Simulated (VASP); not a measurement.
Level of theory: SCAN meta-GGA, VASP's PBE PAW potentials (set 64) (plane waves; VASP).

VASP input:

### INCAR
```
# general
SYSTEM  = CdS
PREC    = Accurate
ENCUT   = 520
LREAL   = .FALSE.   # projection in real space or not
LASPH   = .TRUE.   # aspherical one-centre terms

# electronic loop
EDIFF   = 1E-7   # SCF stop (eV)
NELM    = 100   # most electronic steps
ALGO    = Normal   # blocked Davidson
LMAXMIX = 4
LMIXTAU = .TRUE.

# smearing
ISMEAR  = 0   # Gaussian
SIGMA   = 0.05   # width (eV)

# functional
METAGGA = SCAN

# ions
IBRION  = 2
NSW     = 30
ISIF    = 4
EDIFFG  = -0.01

# output
LWAVE   = .FALSE.
LCHARG  = .FALSE.
```

### POSCAR
```
CdS
1
    2.1199863006    -3.6719238067     0.0000000000
    2.1199863006     3.6719238067     0.0000000000
    0.0000000000     0.0000000000     6.8855124997
Cd S
2 2
Direct
  0.6666670000   0.3333330000   0.4999629624
  0.3333330000   0.6666670000   0.9999629624
  0.6666670000   0.3333330000   0.8770370376
  0.3333330000   0.6666670000   0.3770370376
```

KPOINTS:
```
Automatic mesh
0
Gamma
6 6 4
0 0 0
```

POTCAR, in this order: Cd S (PBE.64 set). Program: vasp_std.

What VASP printed:

File OSZICAR:
```
       N       E                     dE             d eps       ncg     rms          rms(c)
DAV:   1     0.175342594014E+03    0.17534E+03   -0.17972E+04   924   0.152E+03
DAV:   2    -0.781744968709E+02   -0.25352E+03   -0.24829E+03  1014   0.362E+02
DAV:   3    -0.935878010185E+02   -0.15413E+02   -0.15318E+02  1110   0.887E+01
DAV:   4    -0.937667832612E+02   -0.17898E+00   -0.17888E+00  1050   0.955E+00
DAV:   5    -0.937695741754E+02   -0.27909E-02   -0.27908E-02  1134   0.116E+00    0.958E+00
DAV:   6    -0.865981412169E+02    0.71714E+01   -0.10397E+01  1056   0.461E+01    0.116E+01
DAV:   7    -0.845850481294E+02    0.20131E+01   -0.91390E-01   942   0.104E+01    0.842E+00
DAV:   8    -0.838517880358E+02    0.73326E+00   -0.29450E-01   924   0.553E+00    0.186E+00
DAV:   9    -0.827543599195E+02    0.10974E+01   -0.52381E-01   936   0.697E+00    0.110E+00
DAV:  10    -0.826778964182E+02    0.76464E-01   -0.34739E-02   960   0.156E+00    0.135E+00
DAV:  11    -0.826875783524E+02   -0.96819E-02   -0.15185E-02   924   0.133E+00    0.169E+00
DAV:  12    -0.830363981032E+02   -0.34882E+00   -0.21779E-01   924   0.424E+00    0.101E+00
DAV:  13    -0.830384600021E+02   -0.20619E-02   -0.13665E-02  1136   0.749E-01    0.759E-01
DAV:  14    -0.830340390206E+02    0.44210E-02   -0.42216E-03   930   0.702E-01    0.358E-01
DAV:  15    -0.830232792836E+02    0.10760E-01   -0.51319E-03   936   0.717E-01    0.318E-01
DAV:  16    -0.830356853542E+02   -0.12406E-01   -0.73135E-03   924   0.750E-01    0.900E-02
DAV:  17    -0.830375042201E+02   -0.18189E-02   -0.11628E-03   960   0.352E-01    0.689E-02
DAV:  18    -0.830377076106E+02   -0.20339E-03   -0.16174E-04  1038   0.111E-01    0.511E-02
DAV:  19    -0.830378714129E+02   -0.16380E-03   -0.13316E-04   936   0.140E-01    0.233E-02
DAV:  20    -0.830378900417E+02   -0.18629E-04   -0.16832E-05  1128   0.352E-02    0.996E-03
DAV:  21    -0.830378815653E+02    0.84764E-05   -0.70211E-07   966   0.785E-03    0.914E-03
DAV:  22    -0.830378544818E+02    0.27084E-04   -0.36766E-07   966   0.713E-03    0.992E-03
DAV:  23    -0.830378653192E+02   -0.10837E-04   -0.10264E-06   948   0.106E-02    0.692E-03
DAV:  24    -0.830378648086E+02    0.51065E-06   -0.90870E-07   948   0.102E-02    0.638E-03
DAV:  25    -0.830378699948E+02   -0.51862E-05   -0.30277E-07   884   0.572E-03    0.343E-03
DAV:  26    -0.830378732964E+02   -0.33016E-05   -0.10484E-07   618   0.273E-03    0.101E-03
DAV:  27    -0.830378734090E+02   -0.11260E-06   -0.34190E-08   510   0.144E-03    0.601E-04
DAV:  28    -0.830378729973E+02    0.41177E-06   -0.12759E-08   486   0.801E-04    0.694E-04
DAV:  29    -0.830378730543E+02   -0.57021E-07   -0.95891E-09   480   0.110E-03
   1 F= -.83037873E+02 E0= -.83037873E+02  d E =-.830379E+02
       N       E                     dE             d eps       ncg     rms          rms(c)
DAV:   1    -0.830378816280E+02   -0.86308E-05   -0.11449E-02   930   0.711E-01    0.472E-02
DAV:   2    -0.830378996415E+02   -0.18013E-04   -0.22068E-04  1020   0.109E-01    0.147E-02
DAV:   3    -0.830379033542E+02   -0.37127E-05   -0.15737E-05   948   0.382E-02    0.104E-02
DAV:   4    -0.830378856814E+02    0.17673E-04   -0.29653E-05   936   0.521E-02    0.254E-03
DAV:   5    -0.830379014039E+02   -0.15722E-04   -0.18115E-05   930   0.430E-02    0.165E-03
DAV:   6    -0.830379003495E+02    0.10544E-05   -0.84715E-07  1032   0.922E-03    0.146E-03
DAV:   7    -0.830379008093E+02   -0.45977E-06   -0.24558E-07   798   0.515E-03    0.434E-04
DAV:   8    -0.830379005773E+02    0.23194E-06   -0.11303E-07   600   0.373E-03    0.151E-04
DAV:   9    -0.830379005786E+02   -0.12951E-08   -0.36832E-08   486   0.182E-03
   2 F= -.83037901E+02 E0= -.83037901E+02  d E =-.275244E-04
```

File OUTCAR:
```
------------------------ aborting loop because EDIFF is reached ----------------------------------------
  FORCE on cell =-STRESS in cart. coord.  units (eV):
  Direction    XX          YY          ZZ          XY          YZ          ZX
  --------------------------------------------------------------------------------------
  Total       -2.0997062     -2.0997060     -2.0894832      0.0000000      0.0000000      0.0000000
  in kB      -31.3816759    -31.3816730    -31.2288855      0.0000000      0.0000000      0.0000000
  external PRESSURE =     -31.3307448 kB  Pullay stress =       0.0000000 kB
  volume of cell :      107.20
      direct lattice vectors                 reciprocal lattice vectors
     2.120193004 -3.672281837  0.000000000     0.235827587 -0.136155127  0.000000000
     2.120193004  3.672281837  0.000000000     0.235827587  0.136155127  0.000000000
     0.000000000  0.000000000  6.884169972    -0.000000000  0.000000000  0.145260795
  FREE ENERGIE OF THE ION-ELECTRON SYSTEM (eV)
  ---------------------------------------------------
  free  energy   TOTEN  =       -83.0379005786 eV

  energy  without entropy=      -83.0379005786  energy(sigma->0) =      -83.03790058

 reached required accuracy - stopping structural energy minimisation
```
(Selected blocks of OUTCAR.)

CONTCAR:
```
CdS
   1.00000000000000
     2.1201930043061705   -3.6722818369297232    0.0000000000000000
     2.1201930043061705    3.6722818369297232    0.0000000000000000
     0.0000000000000000    0.0000000000000000    6.8841699716292641
  Cd              S
     2     2
Direct
     0.6666669999999968    0.3333330000000032    0.5000585408797922
     0.3333330000000032    0.6666669999999968    0.0000585408797922
     0.6666669999999968    0.3333330000000032    0.8769414591202032
     0.3333330000000032    0.6666669999999968    0.3769414591202032
```

**OUTCAR**
```
 val. band max:        0.3795209900   @ k =   0.0000   0.0000   0.0000

 cond. band min:       1.7918958812   @ k =   0.0000   0.0000   0.0000


 Fermi energy:         0.6289394639

 k-point     1 :       0.0000    0.0000    0.0000
  band No.  band energies     occupation
      1     -12.0712      2.00000
      2     -11.7020      2.00000
      3      -7.3037      2.00000
      4      -7.2969      2.00000
      5      -7.2965      2.00000
      6      -7.2210      2.00000
      7      -7.2205      2.00000
      8      -6.9286      2.00000
      9      -6.9285      2.00000
     10      -6.8561      2.00000
     11      -6.8561      2.00000
     12      -6.5719      2.00000
     13      -3.6258      2.00000
     14      -0.2987      2.00000
     15      -0.2986      2.00000
     16       0.3504      2.00000
     17       0.3795      2.00000
     18       0.3795      2.00000
     19       1.7919      0.00000
     20       3.4450      0.00000
     21       7.3076      0.00000
     22       7.3076      0.00000

 k-point     2 :       0.1667    0.0000    0.0000
  band No.  band energies     occupation
      1     -11.9903      2.00000
      2     -11.6672      2.00000
      3      -7.2764      2.00000
      4      -7.2643      2.00000
      5      -7.2245      2.00000
      6      -7.1781      2.00000
      7      -7.1751      2.00000
      8      -6.9447      2.00000
      9      -6.9267      2.00000
     10      -6.8835      2.00000
     11      -6.8491      2.00000
     12      -6.5203      2.00000
     13      -3.4580      2.00000
     14      -1.1831      2.00000
     15      -0.7405      2.00000
     16      -0.5825      2.00000
     17       0.1718      2.00000
     18       0.2115      2.00000
     19       2.8922      0.00000
     20       4.2683      0.00000
     21       6.5221      0.00000
     22       7.5877      0.00000

 k-point     3 :       0.3333    0.0000    0.0000
  band No.  band energies     occupation
      1     -11.8156      2.00000
...
```

The compound is CdS in the wurtzite structure. This cell is one point of a volume scan, at 1.06 of the reference volume. Symmetry was kept, so distortions that lower it aren't found.
